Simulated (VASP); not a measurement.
Consider the following.

```xyz
2
Lattice="2.6538 0.0000 0.0000 -1.3269 2.2983 0.0000 0.0000 0.0000 4.6685" Properties=species:S:1:pos:R:3 pbc="T T T"
Zn     1.3269     0.7661     3.5014
Zn     0.0000     1.5322     1.1671
```

These are r2SCAN meta-GGA, VASP's PBE PAW potentials (set 64) (plane waves; VASP 6.6.1) values and carry that method's errors. Run with PREC = Normal, EDIFF = 1E-5, 400 eV cut-off, 18×18×9 Γ-centred mesh, first-order Methfessel-Paxton smearing of 0.10 eV, potentials Zn.

Task: What does the run give for the energy per atom (σ→0), band gap (on the k-mesh) with the smallest direct gap where there is one?

Result: 
```json
{
  "band gap (on the k-mesh)": "none (metal, semimetal or under 0.01 eV)",
  "energy per atom (σ→0)": "-8.889 eV/atom"
}
```

The absolute energy has meaning only against runs of the same code, potentials and settings.

The compound is Zn in the hcp structure. It was relaxed first, which changed the volume by -6 %.
